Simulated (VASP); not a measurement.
Consider the following.

```
Sb
1.0
    3.95734    -2.15500     0.00000
    3.95734     2.15500     0.00000
    2.78382     0.00000     3.54329
Sb
2
Direct
  0.23350   0.23350   0.23350
  0.76650   0.76650   0.76650
```

Calculation: PBE GGA, VASP's PBE PAW potentials (set 64) (plane waves; VASP 6.6.1). Settings: 480 eV cut-off, 9×9×9 Γ-centred mesh, first-order Methfessel-Paxton smearing of 0.10 eV, potentials Sb.

Energy and stress use the plane-wave basis of the starting cell.

Task: The ions, cell shape and volume are relaxed. What does this cell relax into?

Result: 
```
Sb
1.0
    4.03263    -2.18995     0.00368
    4.03263     2.18995     0.00368
    2.84008     0.00000     3.60443
Sb
2
Direct
  0.23303   0.23303   0.23303
  0.76697   0.76697   0.76697
```
Space group R-3m (166), at a tolerance of 0.03 Å.

Task: How do energy and volume change from the first to the last step?

Result: The energy (σ→0) changes by -12.8 meV/atom and the volume by +5.3 %, in 7 ionic steps.

```csv
step,E(σ→0) (eV),max force (eV/Å),pressure (GPa),volume (Å³)
1,-8.2559,0.216,2.81,60.43
2,-8.2696,0.237,-1.56,65.18
3,-8.2806,0.068,0.05,63.20
4,-8.2810,0.047,0.03,63.30
5,-8.2813,0.001,0.00,63.53
6,-8.2814,0.002,0.01,63.56
7,-8.2815,0.003,0.02,63.62
```

The compound is Sb in the a7 structure. This run relaxes it. Symmetry was kept, so distortions that lower it aren't found.
